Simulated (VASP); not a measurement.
Consider the following.

```yaml
crystal:
  lattice:
    - [5.35273, 0.00000, 0.00000]
    - [0.00000, 5.35273, 0.00000]
    - [0.00000, 0.00000, 5.35273]
  atoms:
    - { symbol: Sb, position: [0.00000, 0.00000, 0.00000] }
    - { symbol: Br, position: [0.50000, 0.00000, 0.00000] }
    - { symbol: Br, position: [0.00000, 0.00000, 0.50000] }
    - { symbol: Br, position: [0.00000, 0.50000, 0.00000] }
```

Computed with PBE GGA, VASP's PBE PAW potentials (set 64) (plane waves; VASP 6.6.1). Numerical set-up: 400 eV cut-off, 3×3×3 Γ-centred mesh, Gaussian smearing of 0.050 eV, potentials Sb Br.

Question: Predict the energy per atom (σ→0), pressure.

Answer: 
| Item | Result |
|---|---|
| energy per atom (σ→0) | -270.0 kJ/mol of atoms |
| pressure | 4.13 GPa |

Only differences to runs with the same potentials and settings are physical.

The structure was generated: SbBr3 was put into the ReO3 type (Pm-3m), which need not be its known phase. The cell was not relaxed at this level.
